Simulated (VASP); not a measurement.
```yaml
crystal:
  lattice:
    - [1.40760, -2.43804, 0.00000]
    - [1.40760, 2.43804, 0.00000]
    - [0.00000, 0.00000, 4.54920]
  atoms:
    - { symbol: Re, position: [0.33333, 0.66667, 0.25000] }
    - { symbol: Re, position: [0.66667, 0.33333, 0.75000] }
```

The numbers are results of PBE GGA, VASP's PBE PAW potentials (set 64) (plane waves; VASP 6.6.1), not measurements. Settings: 400 eV cut-off, 13×13×7 Γ-centred mesh, first-order Methfessel-Paxton smearing of 0.10 eV, potentials Re.

Unless said otherwise, spin-orbit coupling is left out, though it shifts the bands of the heavy elements here.

Q: Estimate the energy per atom (σ→0), pressure, band gap (on the k-mesh) with the smallest direct gap where there is one.

A: 
| Property | Value |
|---|---|
| band gap (on the k-mesh) | none (metal, semimetal or under 0.01 eV) |
| energy per atom (σ→0) | -1195.5 kJ/mol of atoms |
| pressure | -151.4 kbar |

Only differences to runs with the same potentials and settings are physical.

The compound is Re in the hcp structure. The cell was not relaxed at this level.
